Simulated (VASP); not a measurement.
# What goes wrong when the modes of Tellurium are computed with a bad input, part 2 of 3

Aim: see how common mistakes in a phonon run show up, on Tellurium. The starting structure is a measured crystal structure from the Crystallography Open Database.

VASP 6.6.1.

The database entry behind the starting cell differs from later determinations by our own check (inner coordinate of an old entry), so it need not match the best structure at ambient conditions.

**2. Reference modes (continued)**

Level of this step: LDA; plane waves and PAW (Te) (VASP).

Parts of OUTCAR (step 2):

```text
ion  position               nearest neighbor table
   1  0.713  0.713  0.000-   2 2.91   3 2.91   2 3.31   3 3.31   3 3.31   2 3.31
   2  0.000  0.287  0.667-   1 2.91   3 2.91   1 3.31   1 3.31   3 3.31   3 3.31
   3  0.287  0.000  0.333-   1 2.91   2 2.91   1 3.31   1 3.31   2 3.31   2 3.31

  LATTYP: Found a hexagonal cell.
 ALAT       =     4.2763237015
 C/A-ratio  =     1.3875970898

 Subroutine GETGRP returns: Found  6 space group operations
 (whereof  2 operations were pure point group operations)

The static configuration has the point symmetry C_2 .
 The point group associated with its full space group is D_3 .

 Found     50 irreducible k-points:

   k-points           NKPTS =     50   k-points in BZ     NKDIM =     50   number of bands    NBANDS=     15

   dimension x,y,z NGX =    30 NGY =   30 NGZ =   42
   dimension x,y,z NGXF=    60 NGYF=   60 NGZF=   84

   ENCUT  =  450.0 eV  33.07 Ry    5.75 a.u.   7.40  7.40 10.26*2*pi/ulx,y,z

   NELECT =      18.0000    total number of electrons

 k-points in reciprocal lattice and weights: Automatic mesh
   0.00000000  0.00000000  0.00000000       0.003
   0.12500000  0.00000000  0.00000000       0.016
   0.25000000  0.00000000  0.00000000       0.016
   0.37500000 -0.00000000  0.00000000       0.016
   0.50000000  0.00000000  0.00000000       0.008
   0.12500000  0.12500000  0.00000000       0.016
   0.25000000  0.12500000  0.00000000       0.031
   0.37500000  0.12500000  0.00000000       0.031
   0.25000000  0.25000000  0.00000000       0.016
[...]
0.25000000  0.25000000  0.50000000       0.016
   0.37500000  0.25000000  0.50000000       0.016

 average (electrostatic) potential at core
       1 -88.9455       2 -88.9455       3 -88.9455

  Total        0.0015804      0.0015804     -0.0006573      0.0000000     -0.0000000     -0.0000000
  in kB        0.0269446      0.0269446     -0.0112072      0.0000000     -0.0000000     -0.0000000
  external PRESSURE =       0.0142274 kB  Pullay stress =       0.0000000 kB

  energy-cutoff  :      450.00
  volume of cell :       93.97
      direct lattice vectors                 reciprocal lattice vectors
     4.276323701  0.000000000  0.000000000     0.233845721  0.135010890  0.000000000
    -2.138161851  3.703404960  0.000000000     0.000000000  0.270021780  0.000000000
     0.000000000  0.000000000  5.933814323     0.000000000  0.000000000  0.168525664

 POSITION                                       TOTAL-FORCE (eV/Angst)
 -----------------------------------------------------------------------------------
      1.52384      2.63937      0.00000        -0.000443     -0.000768      0.000000
     -0.61432      1.06404      3.95588        -0.000443      0.000768     -0.000000
      1.22865      0.00000      1.97794         0.000887     -0.000000      0.000000
 -----------------------------------------------------------------------------------
    total drift:                               -0.000000     -0.000000      0.000000

 MACROSCOPIC STATIC DIELECTRIC TENSOR (including local field effects in DFT)
 ------------------------------------------------------
          88.074157     0.000000     0.000000
           0.000000    88.074157    -0.000000
           0.000000     0.000000   193.757804
 ------------------------------------------------------

 PIEZOELECTRIC TENSOR (including local field effects)  for field in x, y, z        (C/m^2)
          XX          YY          ZZ          XY          YZ          ZX
  --------------------------------------------------------------------------------
  x    -0.58868     0.58868     0.00000     0.00000     0.23539     0.00000
  y     0.00000    -0.00000     0.00000     0.58868     0.00000    -0.23539
  z     0.00000     0.00000     0.00000    -0.00000     0.00000    -0.00000

 BORN EFFECTIVE CHARGES (including local field effects) (in |e|, cummulative output)
 ---------------------------------------------------------------------------------
 ion    1
    1    -1.98622     3.44024     4.34501
    2     3.44024     1.98622    -2.50859
    3     5.00654    -2.89053    -0.00000
 ion    2
    1    -1.98622    -3.44024    -4.34501
    2    -3.44024     1.98622    -2.50859
    3    -5.00654    -2.89053    -0.00000
 ion    3
    1     3.97244    -0.00000     0.00000
    2    -0.00000    -3.97244     5.01719
    3     0.00000     5.78105    -0.00000

 Eigenvectors and eigenvalues of the dynamical matrix
 ----------------------------------------------------

   1 f  =    3.794606 THz    23.842214 2PiTHz  126.574440 cm-1    15.693223 meV
             X         Y         Z           dx          dy          dz
      1.523839  2.639367  0.000000    -0.042783    0.091346   -0.658352
     -0.614323  1.064038  3.955876    -0.058078   -0.082556    0.728790
      1.228645  0.000000  1.977938     0.100174   -0.008851   -0.070437

   2 f  =    3.794606 THz    23.842214 2PiTHz  126.574440 cm-1    15.693223 meV
             X         Y         Z           dx          dy          dz
      1.523839  2.639367  0.000000     0.091387    0.042325    0.461434
     -0.614323  1.064038  3.955876    -0.082516    0.057620    0.339433
      1.228645  0.000000  1.977938    -0.008810   -0.100632   -0.800867

   3 f  =    2.890748 THz    18.163107 2PiTHz   96.424981 cm-1    11.955169 meV
             X         Y         Z           dx          dy          dz
      1.523839  2.639367  0.000000     0.288675    0.500000   -0.000000
     -0.614323  1.064038  3.955876     0.288675   -0.500000   -0.000000
      1.228645  0.000000  1.977938    -0.577350   -0.000000    0.000000

   4 f  =    2.671876 THz    16.787893 2PiTHz   89.124197 cm-1    11.049987 meV
             X         Y         Z           dx          dy          dz
      1.523839  2.639367  0.000000     0.500000   -0.288675    0.000030
     -0.614323  1.064038  3.955876    -0.500000   -0.288675    0.000030
      1.228645  0.000000  1.977938     0.000000    0.577350    0.000030

   5 f  =    2.429045 THz    15.262139 2PiTHz   81.024214 cm-1    10.045718 meV
             X         Y         Z           dx          dy          dz
      1.523839  2.639367  0.000000    -0.492418   -0.284397    0.071311
     -0.614323  1.064038  3.955876     0.492226   -0.284731    0.071227
      1.228645  0.000000  1.977938     0.000193    0.568163   -0.142539

   6 f  =    2.429045 THz    15.262139 2PiTHz   81.024214 cm-1    10.045718 meV
             X         Y         Z           dx          dy          dz
      1.523839  2.639367  0.000000     0.283753   -0.492419   -0.123418
     -0.614323  1.064038  3.955876     0.284088    0.492225    0.123466
      1.228645  0.000000  1.977938    -0.568806    0.000193   -0.000048

   7 f/i=    0.000138 THz     0.000869 2PiTHz    0.004613 cm-1     0.000572 meV
             X         Y         Z           dx          dy          dz
      1.523839  2.639367  0.000000    -0.000026    0.000015    0.577350
     -0.614323  1.064038  3.955876     0.000026    0.000015    0.577350
      1.228645  0.000000  1.977938     0.000000   -0.000030    0.577350

   8 f/i=    0.002029 THz     0.012748 2PiTHz    0.067678 cm-1     0.008391 meV
             X         Y         Z           dx          dy          dz
      1.523839  2.639367  0.000000    -0.254660   -0.517846   -0.000027
     -0.614323  1.064038  3.955876    -0.255090   -0.518058   -0.000332
      1.228645  0.000000  1.977938    -0.254692   -0.518325    0.000359

   9 f/i=    0.002029 THz     0.012748 2PiTHz    0.067678 cm-1     0.008391 meV
             X         Y         Z           dx          dy          dz
      1.523839  2.639367  0.000000    -0.518306    0.254968    0.000399
     -0.614323  1.064038  3.955876    -0.518095    0.254538   -0.000222
      1.228645  0.000000  1.977938    -0.517828    0.254936   -0.000176

 MACROSCOPIC STATIC DIELECTRIC TENSOR IONIC CONTRIBUTION
 ------------------------------------------------------
          44.518403     0.000000     0.000000
           0.000000    44.518403    -0.000000
           0.000000    -0.000000    51.798085
 ------------------------------------------------------

 ELASTIC MODULI CONTR FROM IONIC RELAXATION (kBar)
 Direction    XX          YY          ZZ          XY          YZ          ZX
 --------------------------------------------------------------------------------
 XX        -183.5669    -58.0580   -155.5084     -0.0000    -92.8461     -0.0000
 YY         -58.0580   -183.5669   -155.5084     -0.0000     92.8461      0.0000
 ZZ        -155.5084   -155.5084   -200.1686     -0.0000      0.0000      0.0000
 XY          -0.0000     -0.0000     -0.0000    -62.9834      0.0000    -91.3115
 YZ         -92.8461     92.8461      0.0000      0.0000   -150.1458     -0.0000
 ZX          -0.0000      0.0000      0.0000    -91.3115     -0.0000   -145.1744
 --------------------------------------------------------------------------------

 PIEZOELECTRIC TENSOR IONIC CONTR  for field in x, y, z        (C/m^2)
          XX          YY          ZZ          XY          YZ          ZX
  --------------------------------------------------------------------------------
  x    -0.91141     0.91141     0.00000     0.00000    -0.77003     0.00000
  y     0.00000    -0.00000    -0.00000     0.91141    -0.00000     0.75844
  z    -0.00000     0.00000    -0.00000     0.10247    -0.00000    -0.00000
```

Energies printed during the response cycles are not total energies of the cell.

Reference: the zone-centre modes are E (2) 126.6, A1 96.4, A2 89.1, E (1) 81.0 cm⁻¹.

**3. Modes with finite displacements, else as the reference**

Against step 2 the input has IBRION = 6, NFREE = 2, POTIM = 0.015 and no LEPSILON (also changed: NSW).

File INCAR:

```
SYSTEM = Te
PREC = Accurate
ENCUT = 450
EDIFF = 1E-08
NELM = 100
ISMEAR = 0
SIGMA = 0.03
LREAL = .FALSE.
ALGO = Normal
GGA = CA
NBANDS = 15
LORBIT = 11
LWAVE = .FALSE.
LCHARG = .FALSE.
KPAR = 2
IBRION = 6
NFREE = 2
POTIM = 0.015
NSW = 1
ISIF = 2
```

File POSCAR:

```
Te
1.0
    4.2763237015      0.0000000000      0.0000000000
   -2.1381618507      3.7034049603      0.0000000000
    0.0000000000      0.0000000000      5.9338143231
Te
3
Direct
    0.7126865078      0.7126865078      0.0000000000
    0.0000000000      0.2873134922      0.6666666667
    0.2873134922      0.0000000000      0.3333333333
```

File KPOINTS:

```
Automatic mesh
0
Gamma
8 8 6
0 0 0
```

The projector-augmented-wave data sets are Te (LDA family, release 64).

Launch:

```bash
> mpirun -np 2 vasp_std
```

What it wrote:

```text
[... set-up lines as in an earlier step ...]
 entering main loop
       N       E                     dE             d eps       ncg     rms          rms(c)
[... 13 cycles as in an earlier step ...]
   1 F= -.11412105E+02 E0= -.11412105E+02  d E =-.961329E-11
[...]
2 F= -.11411829E+02 E0= -.11411829E+02  d E =-.393169E-12
[...]
3 F= -.11411850E+02 E0= -.11411850E+02  d E =-.266213E-11
[...]
4 F= -.11411553E+02 E0= -.11411553E+02  d E =-.101252E-11
[...]
5 F= -.11411553E+02 E0= -.11411553E+02  d E =-.101228E-11
 Finite differences progress:
  Degree of freedom:   2/  2
  Displacement:        2/  2
  Total:               4/  4
```

It took 6 min on 2 MPI ranks of Intel Xeon Platinum 8259CL at 2.50GHz (Skylake/Cascade Lake), shared host; peak memory 0.8 GiB.

OUTCAR, selected parts (step 3):

```text
  Total       -0.0210535      0.0282914      0.0018218     -0.0139130     -0.0581187     -0.0332488
  in kB       -0.3589458      0.4823459      0.0310595     -0.2372063     -0.9908785     -0.5668674
  external PRESSURE =       0.0514865 kB  Pullay stress =       0.0000000 kB

 POSITION                                       TOTAL-FORCE (eV/Angst)
 -----------------------------------------------------------------------------------
      1.52384      2.63937     -0.01500         0.003751     -0.004320      0.073700
     -0.61432      1.06404      3.95588        -0.000549      0.006812     -0.037843
      1.22865      0.00000      1.97794        -0.003202     -0.002492     -0.035857
 -----------------------------------------------------------------------------------
    total drift:                               -0.000012     -0.000012      0.000068

  FREE ENERGIE OF THE ION-ELECTRON SYSTEM (eV)
  ---------------------------------------------------
  free  energy   TOTEN  =       -11.4115527039 eV

  energy  without entropy=      -11.4115527039  energy(sigma->0) =      -11.41155270

[... 2 parts as in an earlier step ...]

[... 1 further part left out ...]
[key lines of the parts left out:]
E-fermi :   6.9227
```

The last energy, forces and stress in OUTCAR belong to the last displaced cell, not to that of POSCAR.

With finite displacements, else as the reference the modes are E (2) 126.5, A1 96.5, A2 89.1, E (1) 80.9 cm⁻¹; the largest shift is -0.1 cm⁻¹, in E (2), from the reference.

**4. Modes with a structure that was not relaxed**

A slip made on purpose: a structure that was not relaxed. Against step 2 the input has another starting structure (also changed: NELM).

Changes to INCAR since step 3:

```diff
@@ -4,3 +4,3 @@
 EDIFF = 1E-08
-NELM = 100
+NELM = 60
 ISMEAR = 0
@@ -15,6 +15,4 @@
 KPAR = 2
-IBRION = 6
-NFREE = 2
-POTIM = 0.015
-NSW = 1
+IBRION = 8
+LEPSILON = .TRUE.
 ISIF = 2
```

File POSCAR:

```
Te
1.0
    4.4540000000      0.0000000000      0.0000000000
   -2.2270000000      3.8572771485      0.0000000000
    0.0000000000      0.0000000000      5.9240000000
Te
3
Direct
    0.7310000000      0.7310000000      0.0000000000
    0.0000000000      0.2690000000      0.6666666667
    0.2690000000      0.0000000000      0.3333333333
```

KPOINTS is that of step 3.

Launch:

```bash
> mpirun -np 2 vasp_std
```

What it wrote:

```text
[... set-up lines as in an earlier step ...]
 entering main loop
       N       E                     dE             d eps       ncg     rms          rms(c)
DAV:   1     0.695493436330E+02    0.69549E+02   -0.59672E+03  1500   0.851E+02
DAV:   2    -0.654097205397E+01   -0.76090E+02   -0.72571E+02  1929   0.138E+02
DAV:   3    -0.113114357327E+02   -0.47705E+01   -0.47469E+01  1801   0.388E+01
DAV:   4    -0.113994936714E+02   -0.88058E-01   -0.88040E-01  2227   0.623E+00
[...]
DAV:  11    -0.113491276864E+02    0.62894E-06   -0.31424E-06  1929   0.109E-02    0.347E-03
DAV:  12    -0.113491276586E+02    0.27750E-07   -0.48789E-07  1920   0.413E-03    0.143E-03
DAV:  13    -0.113491276617E+02   -0.30483E-08   -0.21681E-08  1667   0.944E-04
   1 F= -.11349128E+02 E0= -.11349128E+02  d E =-.112631E-15
 Linear response reoptimize wavefunctions to high precision
DAV:   1    -0.113491276627E+02   -0.10322E-08   -0.37175E-09  1753   0.391E-04
DAV:   2    -0.113491276627E+02    0.68212E-11   -0.14347E-10  1093   0.888E-05
 Linear response G [H, r] |phi>, progress :
  Direction:   1
[...]
RMM:  11    -0.472953589645E-01    0.76802E-08    0.64665E-09 10451   0.142E-05    0.133E-05
 first order change of Fermi-energy   0.12171E+00
 force on displaced ion       1 direction 1 :  -2.604  -0.346  -0.668
 Born effective charge ion    1 direction 1 :  -1.319   2.247   2.701
 Linear response progress:
  Degree of freedom:   2/  2
       N       E                     dE             d eps       ncg     rms          rms(c)
RMM:   1    -0.580620269409E-01   -0.58062E-01    0.41128E-02 14253   0.107E+00
RMM:   2    -0.550772259317E-01    0.29848E-02   -0.29884E-03  9274   0.304E-01    0.212E-01
RMM:   3    -0.548783071230E-01    0.19892E-03   -0.35340E-04  9770   0.867E-02    0.139E-01
RMM:   4    -0.548304207827E-01    0.47886E-04   -0.16107E-05  9967   0.243E-02    0.658E-02
[...]
RMM:  10    -0.548151767468E-01   -0.61485E-07   -0.12357E-08 10593   0.336E-05    0.895E-06
RMM:  11    -0.548151869642E-01   -0.10217E-07    0.37323E-09 10809   0.138E-05    0.234E-06
RMM:  12    -0.548151822976E-01    0.46666E-08    0.71829E-09 10007   0.836E-06    0.693E-07
 first order change of Fermi-energy  -0.26353E-04
 force on displaced ion       1 direction 3 :  -0.666   0.388  -5.140
 Born effective charge ion    1 direction 3 :   2.156  -1.248  -0.050
 Born effective charges drift removed
 Linear response finished
```

Wall time 16 min (2 MPI ranks); peak memory 1.2 GiB.

The run was stopped at its time limit.

**5. Modes with a loose electronic threshold**

A slip made on purpose: a loose electronic threshold. Against step 2 the input has EDIFF = 1E-04, IBRION = 6, NFREE = 2, POTIM = 0.015 and no LEPSILON (also changed: NELM and NSW).

Changes to INCAR since step 4:

```diff
@@ -3,3 +3,3 @@
 ENCUT = 450
-EDIFF = 1E-08
+EDIFF = 1E-04
 NELM = 60
@@ -15,4 +15,6 @@
 KPAR = 2
-IBRION = 8
-LEPSILON = .TRUE.
+IBRION = 6
+NFREE = 2
+POTIM = 0.015
+NSW = 1
 ISIF = 2
```

File POSCAR:

```
Te
1.0
    4.2763237015      0.0000000000      0.0000000000
   -2.1381618507      3.7034049603      0.0000000000
    0.0000000000      0.0000000000      5.9338143231
Te
3
Direct
    0.7126865078      0.7126865078      0.0000000000
    0.0000000000      0.2873134922      0.6666666667
    0.2873134922      0.0000000000      0.3333333333
```

KPOINTS is that of step 4.

Launch:

```bash
> mpirun -np 2 vasp_std
```

What it wrote:

```text
[... set-up lines as in an earlier step ...]
 entering main loop
       N       E                     dE             d eps       ncg     rms          rms(c)
[... 8 cycles as in an earlier step ...]
DAV:   9    -0.114121096423E+02   -0.98095E-05   -0.10562E-04  1381   0.754E-02
   1 F= -.11412110E+02 E0= -.11412110E+02  d E =-.117450E-10
[...]
2 F= -.11411829E+02 E0= -.11411829E+02  d E =-.395908E-12
[...]
3 F= -.11411852E+02 E0= -.11411852E+02  d E =-.278550E-11
[...]
4 F= -.11411558E+02 E0= -.11411558E+02  d E =-.103625E-11
[...]
5 F= -.11411560E+02 E0= -.11411560E+02  d E =-.101340E-11
 Finite differences progress:
  Degree of freedom:   2/  2
  Displacement:        2/  2
  Total:               4/  4
```

The job ended after 2.8 min (2 MPI ranks; peak memory 0.78 GiB; 5.2 min of CPU time).

From OUTCAR (step 5):

```text
  Total       -0.0156351      0.0248430      0.0027245     -0.0114822     -0.0517871     -0.0295945
  in kB       -0.2665657      0.4235540      0.0464506     -0.1957625     -0.8829310     -0.5045634
  external PRESSURE =       0.0678130 kB  Pullay stress =       0.0000000 kB

 POSITION                                       TOTAL-FORCE (eV/Angst)
 -----------------------------------------------------------------------------------
      1.52384      2.63937     -0.01500         0.004045     -0.004395      0.073918
     -0.61432      1.06404      3.95588        -0.000792      0.006681     -0.037860
      1.22865      0.00000      1.97794        -0.003253     -0.002286     -0.036058
 -----------------------------------------------------------------------------------
    total drift:                                0.000573     -0.000278      0.000246

  FREE ENERGIE OF THE ION-ELECTRON SYSTEM (eV)
  ---------------------------------------------------
  free  energy   TOTEN  =       -11.4115602857 eV

  energy  without entropy=      -11.4115602857  energy(sigma->0) =      -11.41156029

[... 2 parts as in an earlier step ...]

[... 1 further part left out ...]
[key lines of the parts left out:]
E-fermi :   6.9227
```

With a loose electronic threshold the modes are E (2) 126.4, A1 96.9, A2 87.2, E (1) 79.8 cm⁻¹; the largest shift is -1.9 cm⁻¹, in A2, from finite displacements, else as the reference.

(Part 2 of 3 ends here.)

[Lines on the potential files, build, host, timing and source positions are cut from VASP's logs without a mark.]

[Logs are printed without paths, hosts, clocks, repeated set-up lines and the standing remarks that a program may print on its own settings, such as how far it seeks lower states.]

[Hosts, paths, dates, database ids (printed as entryN), source tags and the programs' standing remarks are cut or masked in the printed files.]
